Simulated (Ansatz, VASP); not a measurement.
# BaY in two plane-wave programs

Aim: how closely do two programs agree when they are given the same cell, functional and k mesh? The cell is invented: other elements were put on sites of a known structure type. It may not be a known or stable phase. The cell is taken from a series of VASP runs on this material, whose earlier steps may have relaxed, scaled or displaced it; both programs get it as it stands. Other levels of theory on this material are compared in a session of their own.

Method: plane waves, with VASP 6.6.1 beside it; band structure at revPBE and band structure at revPBE, spin-orbit coupling, in Ansatz 0.2.0.

## Step 1: Starting point

Symmetry: Pm-3m, No. 221, cubic system. Conventional cell: a = 4.489 Å, b = 4.489 Å, c = 4.489 Å, α = 90.00°, β = 90.00°, γ = 90.00°. Ba has 8 Y at 3.89 Å nearest. Nearest to Y lie 8 Ba at 3.89 Å. Farther neighbours are not listed.

## Step 2: Ansatz: band structure, revPBE

Ansatz runs on its default PAW (the set named soft_2) files.

A single point gives forces, pressure and levels at one fixed geometry, so differences don't come from the geometry; what else differs is listed under the comparison.

The input, input.yaml:

```yaml
crystal:
  lattice:
    - [4.48886332, 0.0, 0.0]
    - [0.0, 4.48886332, 0.0]
    - [0.0, 0.0, 4.48886332]
  atoms:
    - { symbol: Ba, position: [0.0, 0.0, 0.0] }
    - { symbol: "Y", position: [0.5, 0.5, 0.5] }
hamiltonian:
  xc: revpbe
  pseudopotentials: { kind: paw }
kpoints:
  mp_grid: { grid: [5, 5, 5] }
  band_path:
    path:
      - [0.0, 0.0, 0.0]
      - [0.0, 0.1, 0.0]
      - [0.0, 0.2, 0.0]
      - [0.0, 0.3, 0.0]
      - [0.0, 0.43333, 0.0]
      - [0.0, 0.5, 0.0]
      - [0.1, 0.5, 0.0]
      - [0.2, 0.5, 0.0]
      - [0.33333, 0.5, 0.0]
      - [0.43333, 0.5, 0.0]
      - [0.5, 0.5, 0.0]
      - [0.36667, 0.36667, 0.0]
      - [0.26667, 0.26667, 0.0]
      - [0.16667, 0.16667, 0.0]
      - [0.06667, 0.06667, 0.0]
      - [0.03333, 0.03333, 0.03333]
      - [0.13333, 0.13333, 0.13333]
      - [0.23333, 0.23333, 0.23333]
      - [0.33333, 0.33333, 0.33333]
      - [0.46667, 0.46667, 0.46667]
      - [0.46667, 0.5, 0.46667]
      - [0.36667, 0.5, 0.36667]
      - [0.23333, 0.5, 0.23333]
      - [0.13333, 0.5, 0.13333]
      - [0.03333, 0.5, 0.03333]
      - [0.5, 0.5, 0.03333]
      - [0.5, 0.5, 0.16667]
      - [0.5, 0.5, 0.26667]
      - [0.5, 0.5, 0.36667]
      - [0.5, 0.5, 0.5]
    npoints: 1
scf:
  occupations: { method: methfessel_paxton, width: 0.2 }
  n_extra_bands: 7
output:
  forces: true
  stress: true
  eigenvalues: true
```

On the command line:

```
$ ansatz run input.yaml --threads 2 --pin off --max-ram 4608MiB --backend cpu --events-out ev --progress --plain --runs-dir out
```

Numbers of over 12 decimals in the logs are rounded to 6 here.

The program printed:

```text
scf.n_extra_bands = 7 over 11 filled bands (N_el = 21.0): the run solves 18 bands
Engine: ansatz 0.2.0, aarch64-unknown-linux-gnu
Pseudopotentials: kind: paw
Pseudopotential: Ba, paw, valence charge 10, recommended cutoff 420 eV (normal), Ba.paw.azcp
Pseudopotential: Y, paw, valence charge 11, recommended cutoff 420 eV (normal), Y.paw.azcp
Functional definition: revPBE
  parameter kappa = 1.245
  parameter beta = 0.066725
  exchange = pbe_x(kappa = kappa, mu = beta*pi^2/3)
  correlation = pbe_c(beta = beta)
Crystal: 2 atoms, lattice volume = 90.450 Å³
Basis set: ecut = 420 eV, 1791 PW (Γ), exchange–correlation on 64×64×64 points (8 copies of the dense FFT grid, shifted against one another)
Bands: 18, of which v1, the nominal top of the filled ones, is band 11 counted from 1 (10 counted from 0)
Symmetry: 48 space group operations
Space group: Pm-3m (ITA 221), of the structure as read, at distance tolerance 4.5e-5 Å
k-points: 10 of 125
Non-local potential: Ba, projectors of the file, l = 0: 3, l = 1: 2, l = 2: 2, l = 3: 2
Non-local potential: Y, projectors of the file, l = 0: 3, l = 1: 2, l = 2: 2, l = 3: 1
PAW form: soft (Blöchl's): semilocal exchange-correlation on the pseudo side does not see the compensation charge
PAW frozen core: Ba, regenerated for the run's functional, and the local potential with it (the file was generated under x = pbe(κ = 0.804, μ = 0.219515), c = pbe(β = 0.066725))
PAW frozen core: Y, regenerated for the run's functional, and the local potential with it (the file was generated under x = pbe(κ = 0.804, μ = 0.219515), c = pbe(β = 0.066725))
PAW one-centre angular grid: Ba, 194 points (default); XC on 64 Gauss nodes
PAW one-centre angular grid: Y, 590 points (default); XC on 64 Gauss nodes
Initial density: superposition of atomic densities (neutral atoms: chi_scale 0, normalization atom), corrected by the library's trained network
Initial wavefunctions: pseudopotential atomic-orbital guess
Functional: x = revpbe(κ = 1.245, μ = 0.219515), c = pbe(β = 0.066725)
SCF iter   1: F=—  HF=-9809.244491 eV  |F-HF|=—  |Δ(HF+E_count)|=         —  Δρ=3.62e-3  dr2=1.72e-2  ethr=1.77e-3  ⟨swp⟩=7.1  Hψ=1088  notcnv=0
preconditioner: auto → Resta (q_TF=auto, 2.139 Å⁻¹)  ε∞=9.2  [insulator: Δε(μ)=0.156 eV  Ē_g=3.040 eV  σ=0.200 eV  W_gap=0.61  n_scr=18 (ndim 8)  ℏωp=8.7 eV  f_vac=0.000  D(μ)=3.40/eV (n_scr^D=26)  ε∞_Penn≈9.2]
SCF iter   2: F=—  HF=-9809.243361 eV  |F-HF|=—  |Δ(HF+E_count)|=   1.13e-3  S|Δr|=    0.00e0  Δρ=2.17e-3  dr2=4.94e-3  ethr=8.20e-5  ⟨swp⟩=2.0  Hψ=332  notcnv=0
SCF iter   3: F=—  HF=-9809.244118 eV  |F-HF|=—  |Δ(HF+E_count)|=   7.58e-4  S|Δr|=    0.00e0  Δρ=5.38e-4  dr2=3.49e-4  ethr=2.35e-5  ⟨swp⟩=2.3  Hψ=244  notcnv=0
SCF iter   4: F=—  HF=-9809.244174 eV  |F-HF|=—  |Δ(HF+E_count)|=   5.61e-5  S|Δr|=    0.00e0  Δρ=8.51e-5  dr2=5.81e-6  ethr=1.66e-6  ⟨swp⟩=2.2  Hψ=270  notcnv=0
SCF iter   5: F=—  HF=-9809.244186 eV  |F-HF|=—  |Δ(HF+E_count)|=   1.19e-5  S|Δr|=    0.00e0  Δρ=1.32e-5  dr2=1.10e-7  ethr=2.77e-8  ⟨swp⟩=2.0  Hψ=224  notcnv=0
SCF iter   6: F=-9809.244186 eV  HF=-9809.244186 eV  |F-HF|=2.10e-9  |Δ(HF+E_count)|=   1.45e-7  S|Δr|=    0.00e0  Δρ=1.79e-6  dr2=2.34e-9  ethr=4.76e-10  ⟨swp⟩=8.0  Hψ=952  notcnv=0
SCF 1 converged in 6 iterations: F = -9809.244186 eV  dr2 = 2.34e-9
  greatest PAW one-centre occupation: 0.994 electrons in one spin orbital (limit 2), on the Y atom at site 1 (counted from 0), in its partial waves of l = 0
NSCF: frozen V_eff on 30 k-points
SCF converged after 6 iterations
Stability not checked: this state was not tested for a lower state beside it, because cold or Methfessel-Paxton smearing, or corrected tetrahedra, fill the levels in a way that the test cannot read (fill_not_monotonic; see scf.lower_state_search)
Free energy (F): -9809.244186 eV
Harris-Foulkes:  -9809.244186 eV  (|F-HF|=2.10e-9)
Internal energy: -9809.243076 eV  (E = F + TS)
E sigma→0 (E₀):  -9809.243909 eV
Entropy (-TS):   -0.001110 eV (-0.555 meV/atom)
Fermi energy:    7.560496 eV
--- Per-component energies (eV) ---
  E_band       = -211.479339
  E_kinetic    = 469.603901
  E_local      = -1021.387286  (includes V_loc(G=0)·N_el)
  E_nonlocal   = 106.418375
  E_hartree    = 326.646576
  E_xc         = -339.550279
  E_vxc        = -331.443465  (∫ρ·V_xc dr)
  E_paw        = -8062.179977  (= ΣΔE_a)
  E_vpaw       = -87.963352  (= ΣTr[D̂ρ^β])
  E_aug_tail   = 0.000002  (compensation charges beyond the density's cutoff)
  E_ewald      = -1288.707517
  E_core_change = -0.086870  (= ΣΔE_core)
  E_smearing   = -0.001110  (= −TS)
  E_closure    = 0.000000  (closes the sum)
  Σ components = -9809.244186   (vs F -9809.244186, Δ=0.00e0)
--- Forces (eV/Å), atoms counted from 1 ---
  atom   1  Ba    -0.00000000     0.00000000    -0.00000000
  atom   2  Y      0.00000000    -0.00000000     0.00000000
  max |Σ_I F_I| component: 2.03e-29 eV/Å
--- Stress (GPa, compression-positive) ---
       -0.089932       0.000000       0.000000
        0.000000      -0.089932       0.000000
        0.000000       0.000000      -0.089932
  P = ⅓ Tr σ = -0.0899 GPa (-0.899 kbar)
--- Band table (eV; the first three rows and the last of 10) ---
  k-point 0: bands = [... 7 lower, -5.5882, 4.0023, 6.6112, 6.6112, 9.1017, 9.1017, 9.1017, 10.9435, ... 3 higher]
  k-point 1: bands = [... 7 lower, -5.5829, 4.4541, 6.8446, 6.8586, 9.0078, 9.0078, 9.2400, 10.1910, ... 3 higher]
  k-point 2: bands = [... 7 lower, -5.5743, 5.5893, 6.7599, 7.4673, 8.9509, 8.9509, 8.9668, 9.5249, ... 3 higher]
  k-point 9: bands = [... 7 lower, -5.7813, 7.0018, 7.4812, 7.4812, 7.8517, 8.1806, 8.1806, 10.3876, ... 3 higher]
```

The job ended after 2.5 s (2 threads of Arm Neoverse N1, shared host; peak memory 0.32 GiB; 4.3 s of CPU time).

## Step 3: VASP: band structure, revPBE

The same cell, functional, mesh and smearing now go to VASP, with its own data sets and cutoff.

Lines of VASP's logs that name or quote its potential files are left out, and so is its time.

The input, INCAR:

```
SYSTEM = BaY
PREC = Accurate
ENCUT = 400
EDIFF = 1E-06
NELM = 100
ISMEAR = 1
SIGMA = 0.2
LREAL = .FALSE.
ALGO = Normal
GGA = RE
LORBIT = 11
LWAVE = .FALSE.
LCHARG = .FALSE.
```

The input, POSCAR:

```
BaY
1.0
    4.4888633200      0.0000000000      0.0000000000
    0.0000000000      4.4888633200      0.0000000000
    0.0000000000      0.0000000000      4.4888633200
Ba Y
1 1
Direct
    0.0000000000      0.0000000000      0.0000000000
    0.5000000000      0.5000000000      0.5000000000
```

The input, KPOINTS:

```
Automatic mesh
0
Gamma
5 5 5
0 0 0
```

The input, KPOINTS_OPT:

```
Line mode
16
Line-mode
Reciprocal
  0.00000000   0.00000000   0.00000000 GAMMA
  0.00000000   0.50000000   0.00000000 X

  0.00000000   0.50000000   0.00000000 X
  0.50000000   0.50000000   0.00000000 M

  0.50000000   0.50000000   0.00000000 M
  0.00000000   0.00000000   0.00000000 GAMMA

  0.00000000   0.00000000   0.00000000 GAMMA
  0.50000000   0.50000000   0.50000000 R

  0.50000000   0.50000000   0.50000000 R
  0.00000000   0.50000000   0.00000000 X

  0.50000000   0.50000000   0.00000000 M
  0.50000000   0.50000000   0.50000000 R
```

Potentials, in the order of the species: Ba_sv and Y_sv (PBE family, release 64).

On the command line:

```
$ mpirun -np 1 vasp_std
```

The program printed:

```text
[banner, memory and clock lines left out]
running    1 mpi-ranks, on    1 nodes
 distrk:  each k-point on    1 cores,    1 groups
 distr:  one band on    1 cores,    1 groups

 POSCAR found type information on POSCAR BaY
 POSCAR found :  2 types and       2 ions
|                                                                             |
|               ----> ADVICE to this user running VASP <----                  |
|                                                                             |
|     You enforced a specific xc type in the INCAR file but a different       |
|     [... a line on the potential file left out ...]
|     I HOPE YOU KNOW WHAT YOU ARE DOING!                                     |
|                                                                             |

 LDA part: xc-table for (Slater+PW92), standard interpolation
 POSCAR, INCAR and KPOINTS ok, starting setup
 FFT: planning ... GRIDC
 FFT: planning ... GRID_SOFT
 FFT: planning ... GRID
 WAVECAR not read
 entering main loop
       N       E                     dE             d eps       ncg     rms          rms(c)
DAV:   1     0.103594806789E+03    0.10359E+03   -0.83889E+03   280   0.106E+03
DAV:   2    -0.107586285536E+01   -0.10467E+03   -0.10366E+03   416   0.236E+02
DAV:   3    -0.783959699743E+01   -0.67637E+01   -0.66289E+01   420   0.486E+01
DAV:   4    -0.804228203870E+01   -0.20269E+00   -0.20264E+00   404   0.722E+00
DAV:   5    -0.804549828234E+01   -0.32162E-02   -0.32162E-02   378   0.827E-01    0.156E+01
DAV:   6    -0.722216501912E+01    0.82333E+00   -0.22449E+00   334   0.564E+00    0.114E+01
DAV:   7    -0.721104074167E+01    0.11124E-01   -0.16215E+00   380   0.444E+00    0.267E+00
DAV:   8    -0.719332263012E+01    0.17718E-01   -0.62035E-01   340   0.312E+00    0.208E+00
DAV:   9    -0.718467738127E+01    0.86452E-02   -0.14612E-01   334   0.170E+00    0.129E+00
DAV:  10    -0.718259917663E+01    0.20782E-02   -0.11708E-02   346   0.544E-01    0.181E-01
DAV:  11    -0.718270989480E+01   -0.11072E-03   -0.17093E-03   398   0.203E-01    0.572E-02
DAV:  12    -0.718267970878E+01    0.30186E-04   -0.11374E-04   346   0.519E-02    0.328E-02
DAV:  13    -0.718267180989E+01    0.78989E-05   -0.39130E-05   428   0.310E-02    0.109E-02
DAV:  14    -0.718267093355E+01    0.87634E-06   -0.15112E-06   230   0.684E-03
   1 F= -.71826709E+01 E0= -.71823789E+01  d E =-.876018E-03
 Start KPOINTS_OPT (optional k-point list driver)
k-point batch [1-10\96]
       N       E                     dE             ncg
DAV:   1    -0.210731614000E+04   -0.30329E+04      280
DAV:   2    -0.317976670748E+04   -0.10725E+04      394
DAV:   3    -0.325126535179E+04   -0.71499E+02      414
DAV:   4    -0.325485343164E+04   -0.35881E+01      428
DAV:   5    -0.325489039002E+04   -0.36958E-01      398
DAV:   6    -0.325489121004E+04   -0.82002E-03      416
DAV:   7    -0.325489121586E+04   -0.58201E-05      398
DAV:   8    -0.325489121593E+04   -0.70815E-07      278
[...]
k-point batch [91-96\96]
       N       E                     dE             ncg
DAV:   1     0.884801458107E+03   -0.50861E+04      176
DAV:   2     0.412514014471E+03   -0.47229E+03      228
DAV:   3     0.380170367152E+03   -0.32344E+02      318
DAV:   4     0.379359066704E+03   -0.81130E+00      198
DAV:   5     0.379302085355E+03   -0.56981E-01      262
DAV:   6     0.379299847555E+03   -0.22378E-02      198
DAV:   7     0.379299749409E+03   -0.98146E-04      246
DAV:   8     0.379299741916E+03   -0.74928E-05      156
DAV:   9     0.379299741344E+03   -0.57217E-06      120
```

From OUTCAR (step 3):

```text
ion  position               nearest neighbor table
   1  0.000  0.000  0.000-   2 3.89   2 3.89   2 3.89   2 3.89   2 3.89   2 3.89   2 3.89   2 3.89

  LATTYP: Found a simple cubic cell.
 ALAT       =     4.4888633200

 Subroutine GETGRP returns: Found 48 space group operations
 (whereof 48 operations were pure point group operations)

The static configuration has the point symmetry O_h .

 Found     10 irreducible k-points:

   k-points           NKPTS =     10   k-points in BZ     NKDIM =     10   number of bands    NBANDS=     14

   dimension x,y,z NGX =    30 NGY =   30 NGZ =   30
   dimension x,y,z NGXF=    60 NGYF=   60 NGZF=   60

   ENCUT  =  400.0 eV  29.40 Ry    5.42 a.u.   7.32  7.32  7.32*2*pi/ulx,y,z

   NELECT =      21.0000    total number of electrons

 k-points in reciprocal lattice and weights: Automatic mesh
   0.00000000  0.00000000  0.00000000       0.008
   0.20000000  0.00000000  0.00000000       0.048
   0.40000000  0.00000000  0.00000000       0.048
   0.20000000  0.20000000  0.00000000       0.096
   0.40000000  0.20000000  0.00000000       0.192
   0.40000000  0.40000000  0.00000000       0.096
   0.20000000  0.20000000  0.20000000       0.064
   0.40000000  0.20000000  0.20000000       0.192
   0.40000000  0.40000000  0.20000000       0.192
   0.40000000  0.40000000  0.40000000       0.064

 average (electrostatic) potential at core
       1 -37.9017       2 -39.6942

 E-fermi :   2.3613

 k-point     1 :       0.0000    0.0000    0.0000
  band No.  band energies     occupation
    ...
      7     -10.8234      2.00000
      8     -10.8234      2.00000
      9      -1.2373      2.00000
     10       1.3907      2.00000
     11       1.3907      2.00000
     12       3.8783     -0.00000
     13       3.8783     -0.00000
     14       3.8783     -0.00000

 k-point     2 :       0.2000    0.0000    0.0000
  band No.  band energies     occupation
    ...
      7     -10.8181      2.00000
      8     -10.8181      2.00000
      9      -0.7836      2.00000
     10       1.6318      2.00000
     11       1.6381      2.00000
     12       3.7987     -0.00000
     13       3.7987     -0.00000
     14       4.0331     -0.00000

 k-point     3 :       0.4000    0.0000    0.0000
  band No.  band energies     occupation
    ...
      7     -10.8095      2.00000
      8     -10.8095      2.00000
      9       0.3568      2.00000
     10       1.5357      2.00000
     11       2.2826      1.61235
     12       3.7637     -0.00000
     13       3.7671     -0.00000
     14       3.7671     -0.00000

  Total        0.0055367      0.0055367      0.0055367      0.0000000     -0.0000000      0.0000000
  in kB        0.0980736      0.0980736      0.0980736      0.0000000     -0.0000000      0.0000000
  external PRESSURE =       0.0980736 kB  Pullay stress =       0.0000000 kB

  energy-cutoff  :      400.00
  volume of cell :       90.45
      direct lattice vectors                 reciprocal lattice vectors
     4.488863320  0.000000000  0.000000000     0.222773546  0.000000000  0.000000000
     0.000000000  4.488863320  0.000000000     0.000000000  0.222773546  0.000000000
     0.000000000  0.000000000  4.488863320     0.000000000  0.000000000  0.222773546

 POSITION                                       TOTAL-FORCE (eV/Angst)
 -----------------------------------------------------------------------------------
      0.00000      0.00000      0.00000         0.000000      0.000000      0.000000
      2.24443      2.24443      2.24443         0.000000      0.000000      0.000000
 -----------------------------------------------------------------------------------
    total drift:                                0.000000      0.000000      0.000000

  FREE ENERGIE OF THE ION-ELECTRON SYSTEM (eV)
  ---------------------------------------------------
  free  energy   TOTEN  =        -7.1826709336 eV

  energy  without entropy=       -7.1817949154  energy(sigma->0) =       -7.18237893

 total charge
# of ion       s       p       d       f       tot
--------------------------------------------------
    1        2.067   5.538   0.386   0.000   7.990
    2        2.286   6.124   0.757   0.002   9.170
--------------------------------------------------
tot          4.353  11.662   1.143   0.002  17.160

[... 3 further parts left out ...]
```

The run ends at a pressure of 0.01 GPa.

## Step 4: Comparison

Known differences besides the potentials themselves: the cutoff is 420 eV in Ansatz and 400 eV in VASP; Ansatz makes its cores anew for this functional, VASP keeps those of its PBE data sets; VASP leaves aspherical gradient terms in its spheres out (LASPH is not set), Ansatz keeps them. Total energies have different zeros and are not compared.

The two programs side by side:

```csv
quantity,Ansatz,VASP,difference
pressure (GPa),-0.09,0.01,-0.10
```

Levels from 3 eV below to 2 eV above the Fermi level differ by 22 meV r.m.s. and 38 meV at most; each VASP level is matched to the nearest of Ansatz, which flatters the figure a little.

## Step 5: Ansatz: band structure, revPBE, spin-orbit coupling

A single point gives forces, pressure and levels at one fixed geometry, so differences don't come from the geometry; what else differs is listed under the comparison.

The cell is taken from a series of VASP runs on this material, whose earlier steps may have relaxed, scaled or displaced it; both programs get it as it stands.

Edit input.yaml of step 2 so:

```diff
@@ -10,5 +10,8 @@
   xc: revpbe
-  pseudopotentials: { kind: paw }
+  pseudopotentials: { kind: paw_fr }
+magnetization:
+  noncollinear: true
+  spin_orbit: true
 kpoints:
-  mp_grid: { grid: [5, 5, 5] }
+  mp_grid: { grid: [4, 4, 4] }
   band_path:
@@ -48,3 +51,3 @@
   occupations: { method: methfessel_paxton, width: 0.2 }
-  n_extra_bands: 7
+  n_extra_bands: 14
 output:
```

On the command line:

```
$ ansatz run input.yaml --threads 2 --pin off --max-ram 4608MiB --backend cpu --events-out ev --progress --plain --runs-dir out
```

The program printed:

```text
[...]
non-collinear run that drives no moment, with spin-orbit: no starting moment large enough to seed its density (crystal.atoms[].spin), no starting occupations that ask for one, no magnetisation constraint and no magnetic field, so the semilocal B_xc is pinned to zero
Crystal: 2 atoms, lattice volume = 90.450 Å³
[...]
k-point 0: bands = [... 17 lower, 4.0013, 6.6119, 6.6119, 6.6119, 6.6119, 9.0791, 9.0791, 9.0791, ... 10 higher]
  k-point 1: bands = [... 17 lower, 4.6902, 6.9316, 6.9316, 6.9730, 6.9730, 8.9476, 8.9476, 9.0019, ... 10 higher]
  k-point 2: bands = [... 17 lower, 6.1730, 6.3031, 6.3031, 7.6872, 7.6872, 8.6631, 8.6631, 8.9170, ... 10 higher]
  k-point 9: bands = [... 17 lower, 7.3924, 7.4737, 7.4737, 7.4737, 7.4737, 8.0264, 8.0264, 8.2366, ... 10 higher]
[key lines of the parts left out:]
SCF converged after 8 iterations
Magnetization: |M| = 0.0000 μB,  M = (+0.0000, +0.0000, +0.0000) μB
Free energy (F): -9814.668790 eV
Fermi energy:    7.542260 eV
P = ⅓ Tr σ = 0.2287 GPa (2.287 kbar)
```

It took 21 s on 2 threads; peak memory 0.53 GiB; 40 s of CPU time.

[end of part 1 of 2]

[Lines on the potential files, build, host, timing and source positions are cut from VASP's logs without a mark.]

[Logs are printed without paths, hosts, clocks, repeated set-up lines and the standing remarks that a program may print on its own settings, such as how far it seeks lower states.]

[Hosts, paths, dates, database ids (printed as entryN), source tags and the programs' standing remarks are cut or masked in the printed files.]
